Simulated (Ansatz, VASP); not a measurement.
# Hf (Hf strained to the junction's net) in two plane-wave programs

Wanted: the spread between two codes on one cell, functional and k mesh. The structure shown is the end of the Ansatz relaxation below.

Method: plane waves, with VASP 6.6.1 beside it; single point at PBE, in Ansatz 0.2.0.

## Step 1: The starting structure

Symmetry: P6_3/mmc, No. 194, hexagonal system. Conventional cell: a = 3.330 Å, b = 3.330 Å, c = 4.940 Å, α = 90.00°, β = 90.00°, γ = 120.00°. Nearest to Hf lie 12 Hf at 3.13 to 3.33 Å.

## Step 2: Ansatz: relaxation, PBE

Ansatz runs on its default PAW (the set named soft_2) files.

This run makes the geometry at which the two programs are then compared.

input.yaml reads:

```yaml
crystal:
  lattice:
    - [3.33, 0.0, 0.0]
    - [-1.665, 2.8838645946, 0.0]
    - [0.0, 0.0, 4.906390625]
  atoms:
    - { symbol: Hf, position: [0.0, 0.0, 0.0] }
    - { symbol: Hf, position: [0.3333333333, 0.6666666667, 0.5] }
kpoints:
  mp_grid: { grid: [12, 12, 6] }
scf:
  occupations: { method: fermi_dirac, width: 0.1 }
  max_iter: 150
hamiltonian:
  xc: pbe
relax:
  f_tol: 0.01
  max_steps: 40
  cell: { fix: [a, b, angles] }
```

The run is started by

```sh
> ansatz run input.yaml --threads 4 --pin off --max-ram 10240MiB --backend cpu --events-out ev --progress --plain --runs-dir out
```

Numbers of over 12 decimals in the logs are rounded to 6 here.

What it wrote:

```text
Engine: ansatz 0.2.0, aarch64-unknown-linux-gnu
Pseudopotentials: kind: paw
Pseudopotential: Hf, paw, valence charge 26, recommended cutoff 420 eV (normal), Hf.paw.azcp
Functional definition: PBE
  parameter kappa = 0.804
  parameter beta = 0.066725
  exchange = pbe_x(kappa = kappa, mu = beta*pi^2/3)
  correlation = pbe_c(beta = beta)
Crystal: 2 atoms, lattice volume = 47.117 Å³
Basis set: ecut = 420 eV, 929 PW (Γ), exchange–correlation on 48×48×72 points (8 copies of the dense FFT grid, shifted against one another)
Bands: 32, of which v1, the nominal top of the filled ones, is band 26 counted from 1 (25 counted from 0)
Symmetry: 24 space group operations
Space group: P63/mmc (ITA 194), of the structure as read, at distance tolerance 3.6e-5 Å
k-points: 76 of 864
Non-local potential: Hf, projectors of the file, l = 0: 3, l = 1: 2, l = 2: 2, l = 3: 3
PAW form: soft (Blöchl's): semilocal exchange-correlation on the pseudo side does not see the compensation charge
PAW one-centre angular grid: Hf, 590 points (default); XC on 64 Gauss nodes
Initial density: superposition of atomic densities (neutral atoms: chi_scale 0, normalization atom), corrected by the library's trained network
Initial wavefunctions: pseudopotential atomic-orbital guess
Functional: x = pbe(κ = 0.804, μ = 0.219515), c = pbe(β = 0.066725)
SCF iter   1: F=—  HF=-31442.667943 eV  |F-HF|=—  |Δ(HF+E_count)|=         —  Δρ=3.13e-3  dr2=2.78e-3  ethr=1.77e-3  ⟨swp⟩=4.1  Hψ=7850  notcnv=0
preconditioner: auto → Kerker (q_TF=auto, 2.774 Å⁻¹)  [metal: Δε(μ)=0.018 eV  Ē_g=17.534 eV  σ=0.100 eV  W_gap=0.04  n_scr=22 (ndim 8)  ℏωp=37.5 eV  f_vac=0.000  D(μ)=1.58/eV (n_scr^D=8)]
SCF iter   2: F=—  HF=-31442.668269 eV  |F-HF|=—  |Δ(HF+E_count)|=   3.26e-4  Δρ=1.93e-3  dr2=1.15e-3  ethr=5.36e-6  ⟨swp⟩=2.2  Hψ=4036  notcnv=0
SCF iter   3: F=—  HF=-31442.668386 eV  |F-HF|=—  |Δ(HF+E_count)|=   1.17e-4  Δρ=3.22e-4  dr2=4.85e-5  ethr=2.22e-6  ⟨swp⟩=2.9  Hψ=4427  notcnv=0
SCF iter   4: F=—  HF=-31442.668366 eV  |F-HF|=—  |Δ(HF+E_count)|=   1.96e-5  Δρ=1.74e-4  dr2=9.92e-6  ethr=9.32e-8  ⟨swp⟩=2.0  Hψ=4408  notcnv=0
SCF iter   5: F=—  HF=-31442.668362 eV  |F-HF|=—  |Δ(HF+E_count)|=   4.14e-6  Δρ=5.54e-5  dr2=9.41e-7  ethr=1.91e-8  ⟨swp⟩=2.0  Hψ=3785  notcnv=0
SCF iter   6: F=-31442.668362 eV  HF=-31442.668362 eV  |F-HF|=2.64e-9  |Δ(HF+E_count)|=   2.25e-7  Δρ=1.39e-5  dr2=6.74e-8  ethr=1.92e-10  ⟨swp⟩=3.8  Hψ=11715  notcnv=0
SCF 1 converged in 6 iterations: F = -31442.668362 eV  dr2 = 6.74e-8
  greatest PAW one-centre occupation: 0.998 electrons in one spin orbital (limit 2), on the Hf atom at site 1 (counted from 0), in its partial waves of l = 0
relax step   1: F+E_penalty+E_count = -31442.66836238 eV  Δ(F+E_penalty+E_count) = +0.000e0 eV  max|allowed force component| = 1.388e-16 eV/Å  Δτ_max = 0.0000 Å  P = -3.933 GPa  Ω = 47.117 Å³  fix = [a, b, alpha, beta, gamma]  reactions: a -6.518, b -6.518 GPa  (6 SCF iters, dr2 threshold 1.00e-7 eV, accepted)
[...]
relax step   2: F+E_penalty+E_count = -31442.66882115 eV  Δ(F+E_penalty+E_count) = -4.588e-4 eV  max|allowed force component| = 1.943e-16 eV/Å  Δτ_max = 0.0000 Å  P = -5.081 GPa  Ω = 47.669 Å³  energy of the carried Pulay correction = -1.359e-4 eV  fix = [a, b, alpha, beta, gamma]  reactions: a -7.185, b -7.185 GPa  (5 SCF iters, dr2 threshold 2.00e-7 eV, accepted)
[...]
relax step   3: F+E_penalty+E_count = -31442.66951088 eV  Δ(F+E_penalty+E_count) = -6.897e-4 eV  max|allowed force component| = 4.533e-16 eV/Å  Δτ_max = 0.0000 Å  P = -4.616 GPa  Ω = 47.441 Å³  energy of the carried Pulay correction = -7.989e-5 eV  fix = [a, b, alpha, beta, gamma]  reactions: a -6.916, b -6.916 GPa  (4 SCF iters, dr2 threshold 2.00e-7 eV, accepted)
[...]
relax step   4: F+E_penalty+E_count = -31442.66959439 eV  Δ(F+E_penalty+E_count) = -8.351e-5 eV  max|allowed force component| = 3.423e-16 eV/Å  Δτ_max = 0.0000 Å  P = -4.615 GPa  Ω = 47.441 Å³  fix = [a, b, alpha, beta, gamma]  reactions: a -6.916, b -6.916 GPa  stress off target by 1.36e-2 GPa on what of the cell is left free  SCF on the basis re-selected at this cell (its energy is not comparable with the rows above)  (6 SCF iters)
basis re-selected at this cell: Δ(F+E_penalty+E_count) = -8.351e-5 eV, ΔP = +0.000 GPa vs the last step (what re-selecting the basis moved, of the pressure what is left beyond the Pulay correction that the steps carried, after the strain that the cell walked since its last selection, with what the two solves' SCF thresholds leave and, on support functions, any second-order correction that the steps lacked; it is no m [...]
SCF converged after 6 iterations
Free energy (F): -31442.669594 eV
Harris-Foulkes:  -31442.669594 eV  (|F-HF|=2.18e-11)
Internal energy: -31442.614321 eV  (E = F + TS)
E sigma→0 (E₀):  -31442.641958 eV
Entropy (-TS):   -0.055273 eV (-27.637 meV/atom)
Fermi energy:    18.661264 eV
--- Per-component energies (eV) ---
  E_band       = 0.626188
  E_kinetic    = 844.301009
  E_local      = -10472.606707  (includes V_loc(G=0)·N_el)
  E_nonlocal   = -2489.154751
  E_hartree    = 4901.285667
  E_xc         = -598.755932
  E_vxc        = -530.429038  (∫ρ·V_xc dr)
  E_paw        = -13854.665265  (= ΣΔE_a)
  E_vpaw       = 2845.944312  (= ΣTr[D̂ρ^β])
  E_aug_tail   = -0.000002  (compensation charges beyond the density's cutoff)
  E_ewald      = -9773.018339
  E_smearing   = -0.055273  (= −TS)
  E_closure    = 0.000000  (closes the sum)
  Σ components = -31442.669594   (vs F -31442.669594, Δ=0.00e0)
--- Forces (eV/Å), atoms counted from 1 ---
  atom   1  Hf     0.00000000    -0.00000000    -0.00000000
  atom   2  Hf     0.00000000     0.00000000     0.00000000
  max |Σ_I F_I| component: 5.55e-17 eV/Å
--- Stress (GPa, compression-positive) ---
       -6.916125       0.000000      -0.000000
        0.000000      -6.916125      -0.000000
        0.000000      -0.000000      -0.013593
  P = ⅓ Tr σ = -4.6153 GPa (-46.153 kbar)
--- Relaxed structure (3 steps of the walk, 3 accepted, 1 SCFs on fresh bases) ---
  F+E_penalty+E_count = -31442.66959439 eV   max|allowed force component| = 3.423e-16 eV/Å   (the final SCF, on the basis selected at the relaxed cell)
  cell:  # Å, volume = 47.4408 Å³
    - [3.330000, 0, 0.0]
    - [-1.665000, 2.883865, 0.0]
    - [0.0, 0.0, 4.940067]
  atoms:
    - { symbol: Hf, position: [9.251858539620035e-18, -5.088522196306339e-17, 0.0] }
    - { symbol: Hf, position: [0.333333, 0.666667, 0.5] }
```

Reading the cycles: dr2 is the Hartree energy of the density residual (eV), the measure of convergence; HF is the Harris–Foulkes estimate of the energy, which meets the free energy F at convergence.

## Step 3: VASP: single point, PBE

The same cell, functional, mesh and smearing now go to VASP, with its own data sets.

Lines of VASP's logs that name or quote its potential files are left out, and so is its time.

INCAR reads:

```
SYSTEM = Hf
PREC = Accurate
ENCUT = 500
EDIFF = 1E-06
NELM = 120
ISMEAR = -1
SIGMA = 0.1
LREAL = .FALSE.
ALGO = Normal
GGA = PE
NBANDS = 16
LASPH = .TRUE.
LORBIT = 11
LWAVE = .FALSE.
LCHARG = .FALSE.
ISIF = 2
GGA_COMPAT = .FALSE.
```

POSCAR reads:

```
Hf
1.0
    3.3300000000      0.0000000000      0.0000000000
   -1.6650000000      2.8838645946      0.0000000000
    0.0000000000      0.0000000000      4.9400668047
Hf
2
Direct
    0.0000000000      0.0000000000      0.0000000000
    0.3333333333      0.6666666667      0.5000000000
```

KPOINTS reads:

```
Automatic mesh
0
Gamma
12 12 6
0 0 0
```

Potentials, in the order of the species: Hf_pv (PBE family, release 64).

The run is started by

```sh
> mpirun -np 1 vasp_std
```

What it wrote:

```text
[banner, memory and clock lines left out]
running    1 mpi-ranks, on    1 nodes
 distrk:  each k-point on    1 cores,    1 groups
 distr:  one band on    1 cores,    1 groups

 POSCAR found type information on POSCAR Hf
 POSCAR found :  1 types and       2 ions
 LDA part: xc-table for (Slater+PW92), standard interpolation
 POSCAR, INCAR and KPOINTS ok, starting setup
 FFT: planning ... GRIDC
 FFT: planning ... GRID_SOFT
 FFT: planning ... GRID
 WAVECAR not read
 entering main loop
       N       E                     dE             d eps       ncg     rms          rms(c)
DAV:   1     0.462937433533E+02    0.46294E+02   -0.10973E+04  2432   0.114E+03
DAV:   2    -0.189102191200E+02   -0.65204E+02   -0.63931E+02  3224   0.246E+02
DAV:   3    -0.205659254278E+02   -0.16557E+01   -0.16429E+01  3256   0.269E+01
DAV:   4    -0.205805203521E+02   -0.14595E-01   -0.14591E-01  2992   0.307E+00
DAV:   5    -0.205807421252E+02   -0.22177E-03   -0.22174E-03  3280   0.308E-01    0.621E+01
DAV:   6    -0.199977875379E+02    0.58295E+00   -0.58344E-01  2816   0.504E+00    0.368E+01
DAV:   7    -0.198026569088E+02    0.19513E+00   -0.96722E-01  2912   0.621E+00    0.186E+00
DAV:   8    -0.197901001227E+02    0.12557E-01   -0.67829E-02  2832   0.173E+00    0.362E-01
DAV:   9    -0.197901832608E+02   -0.83138E-04   -0.13386E-03  3304   0.275E-01    0.197E-01
DAV:  10    -0.197901644233E+02    0.18838E-04   -0.75935E-05  2936   0.582E-02    0.218E-01
DAV:  11    -0.197901682670E+02   -0.38437E-05   -0.70730E-06  3200   0.205E-02    0.572E-03
DAV:  12    -0.197901681480E+02    0.11896E-06   -0.40037E-07  1864   0.429E-03
   1 F= -.19790168E+02 E0= -.19762562E+02  d E =-.552120E-01
```

OUTCAR, selected parts (step 3):

```text
ion  position               nearest neighbor table
   1  0.000  0.000  0.000-   2 3.13   2 3.13   2 3.13   2 3.13   2 3.13   2 3.13
   2  0.333  0.667  0.500-   1 3.13   1 3.13   1 3.13   1 3.13   1 3.13   1 3.13

  LATTYP: Found a hexagonal cell.
 ALAT       =     3.3300000000
 C/A-ratio  =     1.4835035450

 Subroutine GETGRP returns: Found 24 space group operations
 (whereof 12 operations were pure point group operations)

The static configuration has the point symmetry D_3h.
 The point group associated with its full space group is D_6h.

 Found     76 irreducible k-points:

   k-points           NKPTS =     76   k-points in BZ     NKDIM =     76   number of bands    NBANDS=     16

   dimension x,y,z NGX =    24 NGY =   24 NGZ =   36
   dimension x,y,z NGXF=    48 NGYF=   48 NGZF=   72

   ENCUT  =  500.0 eV  36.75 Ry    6.06 a.u.   6.07  6.07  9.01*2*pi/ulx,y,z

   NELECT =      20.0000    total number of electrons

 k-points in reciprocal lattice and weights: Automatic mesh
   0.00000000  0.00000000  0.00000000       0.001
   0.08333333 -0.00000000  0.00000000       0.007
   0.16666667 -0.00000000  0.00000000       0.007
   0.25000000  0.00000000  0.00000000       0.007
   0.33333333 -0.00000000  0.00000000       0.007
   0.41666667  0.00000000  0.00000000       0.007
   0.50000000  0.00000000  0.00000000       0.003
   0.08333333  0.08333333  0.00000000       0.007
   0.16666667  0.08333333  0.00000000       0.014
[...]
0.33333333  0.25000000  0.50000000       0.014
   0.33333333  0.33333333  0.50000000       0.002

 average (electrostatic) potential at core
       1 -38.0038       2 -38.0038

 E-fermi :   4.5231

 k-point     1 :       0.0000    0.0000    0.0000
  band No.  band energies     occupation
    ...
      4     -25.9261      2.00000
      5     -25.9261      2.00000
      6     -25.8736      2.00000
      7      -2.6530      2.00000
      8       1.1411      2.00000
      9       5.5152      0.00010
     10       5.5386      0.00008
     11       5.5386      0.00008
     12       6.4554      0.00000
     13       6.4554      0.00000
    ...

 k-point     2 :       0.0833   -0.0000    0.0000
  band No.  band energies     occupation
    ...
      4     -25.9529      2.00000
      5     -25.9283      2.00000
      6     -25.8829      2.00000
      7      -2.4664      2.00000
      8       1.3125      2.00000
      9       5.1374      0.00429
     10       5.2144      0.00199
     11       5.7116      0.00001
     12       6.2641      0.00000
     13       6.3913      0.00000
    ...

 k-point     3 :       0.1667   -0.0000    0.0000
  band No.  band energies     occupation
    ...
      6     -25.9105      2.00000
      7      -1.9297      2.00000
      8       1.7689      2.00000
      9       4.4588      1.31067
     10       4.4964      1.13270
     11       5.8389      0.00000
     12       6.0076      0.00000
     13       6.1498      0.00000
     14       6.2218      0.00000
     15       7.0771      0.00000
    ...

  Total       -2.1682758     -2.1682758     -0.1546089     -0.0000000      0.0000000      0.0000000
  in kB      -73.2273280    -73.2273280     -5.2214748     -0.0000000      0.0000000      0.0000000
  external PRESSURE =     -50.5587102 kB  Pullay stress =       0.0000000 kB

  energy-cutoff  :      500.00
  volume of cell :       47.44
      direct lattice vectors                 reciprocal lattice vectors
     3.330000000  0.000000000  0.000000000     0.300300300  0.173378459  0.000000000
    -1.665000000  2.883864595  0.000000000     0.000000000  0.346756918  0.000000000
     0.000000000  0.000000000  4.940066805     0.000000000  0.000000000  0.202426412

 POSITION                                       TOTAL-FORCE (eV/Angst)
 -----------------------------------------------------------------------------------
      0.00000      0.00000      0.00000        -0.000000      0.000000      0.000000
     -0.00000      1.92258      2.47003         0.000000      0.000000      0.000000
 -----------------------------------------------------------------------------------
    total drift:                                0.000000     -0.000000     -0.000000

  FREE ENERGIE OF THE ION-ELECTRON SYSTEM (eV)
  ---------------------------------------------------
  free  energy   TOTEN  =       -19.7901681480 eV

  energy  without entropy=      -19.7349561197  energy(sigma->0) =      -19.76256213

 total charge
# of ion       s       p       d       tot
------------------------------------------
    1        0.383   6.362   1.483   8.228
    2        0.383   6.362   1.483   8.228
--------------------------------------------------
tot          0.766  12.724   2.966  16.455

[... 3 further parts left out ...]
```

The run ends at a pressure of -5.06 GPa.

## Step 4: Comparison

Known differences besides the potentials themselves: the data sets hold 52 valence electrons in Ansatz (on its default PAW (the set named soft_2) files) and 20 in VASP; the cutoff is 420 eV in Ansatz and 500 eV in VASP; Ansatz's pressure holds a Pulay correction, VASP's none. Total energies have different zeros and are not compared.

Compared:

```csv
quantity,Ansatz,VASP,difference
pressure (GPa),-4.62,-5.06,+0.44
```

## Step 5: Results

| Item | Value |
| --- | --- |
| difference in pressure (single point, PBE) | 0.44 GPa |

In words: The difference in pressure is 0.44 GPa (single point, PBE), within the 1 GPa picked in this series as the mark of a large difference. The data sets hold unlike numbers of valence electrons (52 in Ansatz and 20 in VASP), so part of the differences comes from the potentials. Such differences can come from data sets, numerical settings and the points named under the comparisons, not from the functional's error against experiment.

[Lines on the potential files, build, host, timing and source positions are cut from VASP's logs without a mark.]

[Logs are printed without paths, hosts, clocks, repeated set-up lines and the standing remarks that a program may print on its own settings, such as how far it seeks lower states.]

[Hosts, paths, dates, database ids (printed as entryN), source tags and the programs' standing remarks are cut or masked in the printed files.]
